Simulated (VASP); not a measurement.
AgRh3 (ordered alloy cell): computed properties

Method: PBEsol GGA, VASP's PBE PAW potentials (set 64) (plane waves; VASP 6.6.1).

| Item | Result |
|---|---|
| space group | R-3m (166) |
| cell | a = b = 2.706 Å, c = 26.764 Å, α = β = 90.00°, γ = 120.00° |
| volume per atom | 14.15 Å³/atom |
| band gap (over mesh and band path) | none (metal, semimetal or under 0.01 eV) |
| density | 12.22 g/cm³ |

```yaml
crystal:
  lattice:
    - [0.00000, 1.91366, 1.91366]
    - [1.91366, 0.00000, 1.91366]
    - [7.70221, 7.70221, -0.04759]
  atoms:
    - { symbol: Rh, position: [0.98386, 0.98386, 0.01210] }
    - { symbol: Rh, position: [0.00000, 0.00000, 0.25000] }
    - { symbol: Rh, position: [0.01614, 0.01614, 0.48790] }
    - { symbol: Ag, position: [0.00000, 0.00000, 0.75000] }
```

The structure was generated: AgRh3 was put into an ordered model structure (R-3m), which need not be its known phase. It was relaxed first. Symmetry was kept, so distortions that lower it aren't found.
